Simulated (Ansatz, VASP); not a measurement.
# KW4 in VASP and in Ansatz

The input INCAR:

```
SYSTEM = KW4
PREC = Accurate
ENCUT = 600
EDIFF = 1E-7
ISMEAR = 0
SIGMA = 0.1
LREAL = .False.
LASPH = .True.
NELM = 80
ALGO = Fast
ISIF = 3
LWAVE = .False.
LCHARG = .False.
GGA = PE
IBRION = 2
NSW = 90
EDIFFG = -0.04
```

The input KPOINTS:

```
Automatic mesh
0
Gamma
  4 4 4
  0 0 0
```

POSCAR

```
KW4
1.0
    4.7257909900      0.0000000000      0.0000000000
    0.0000000000      4.7257909900      0.0000000000
    0.0000000000      0.0000000000      4.7257909900
K W
1 4
Direct
    0.5000000000      0.5000000000      0.5000000000
    0.0000000000      0.5000000000      0.5000000000
    0.5000000000      0.0000000000      0.5000000000
    0.5000000000      0.5000000000      0.0000000000
    0.0000000000      0.0000000000      0.0000000000
```

Input for Ansatz:

```yaml
crystal:
  lattice:
    - [4.72579099, 0.0, 0.0]
    - [0.0, 4.72579099, 0.0]
    - [0.0, 0.0, 4.72579099]
  atoms:
    - { symbol: K, position: [0.5, 0.5, 0.5] }
    - { symbol: W, position: [0.0, 0.5, 0.5] }
    - { symbol: W, position: [0.5, 0.0, 0.5] }
    - { symbol: W, position: [0.5, 0.5, 0.0] }
    - { symbol: W, position: [0.0, 0.0, 0.0] }
basis:
  ecutwfc: 420
kpoints:
  mp_grid: { grid: [4, 4, 4] }
hamiltonian:
  xc: pbe
scf:
  occupations: { method: gaussian, width: 0.1 }
  lower_state_search: "off"
output:
  forces: true
  stress: true
  eigenvalues: true
relax:
  adjacent_minimum: "off"
  f_tol: 0.04
  max_steps: 70
  cell: { stress_tol: 0.4 }
```

Alike in both runs: task relaxation of cell and atoms; functional PBE; k mesh 4 × 4 × 4; occupations gaussian, width 0.1 eV; no spin polarisation.

|  | VASP | Ansatz |
| --- | --- | --- |
| version | VASP 6.6.1 | Ansatz 0.2.0 |
| potentials or method | VASP PAW PBE potentials, release 64 (K_sv, W_sv) | scalar-relativistic, plane waves, PAW |
| plane-wave cutoff (eV) | 600 | 420 |
| valence electrons in the cell | 65 | 65 |

```csv
,VASP,Ansatz,Ansatz less VASP
"gap on the k mesh at the Fermi level, each at its own relaxed structure (eV)",none,none,-
relaxed volume (Å³/atom),17.67,17.37,-0.307
relaxed cell length with the largest relative difference (Å),4.454,4.428,-0.0259
energy change over the relaxation (meV/atom),-244,-292,-48.3
```

A gap of «none» marks a metal or a gap that the smearing closes.

Caveats: the volume moved by over 15 % at a fixed basis, so the end points are rough. Spin-orbit coupling is left out, which matters for the levels of W.
